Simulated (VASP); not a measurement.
Given:

```
CELL_PARAMETERS angstrom
      0.00000     2.10433     2.10433
      2.10433     0.00000     2.10433
      2.10433     2.10433     0.00000
ATOMIC_POSITIONS crystal
  Nb 0.00000 0.00000 0.00000
  N  0.50000 0.50000 0.50000
```

Computed with LDA (Ceperley-Alder, Perdew-Zunger), VASP's LDA PAW potentials (set 64) (plane waves; VASP 6.6.1). Numerical set-up: 620 eV cut-off, 15×15×15 Γ-centred mesh, first-order Methfessel-Paxton smearing of 0.10 eV, potentials Nb_sv N.

Question: What does the run give for the energy per atom (σ→0), pressure, band gap (on the k-mesh) with the smallest direct gap where there is one?

Answer: 
```
Property                                                    Result
------------------------  ----------------------------------------
band gap (on the k-mesh)  none (metal, semimetal or under 0.01 eV)
energy per atom (σ→0)                              -11.293 eV/atom
pressure                                                 44.88 GPa
```

Only differences to runs with the same potentials and settings are physical.

The compound is NbN in the rock salt structure, the cubic δ form, which competes with hexagonal ones. It was relaxed first under an external pressure of 45 GPa. VASP warned that the highest band is occupied, so more bands are needed.
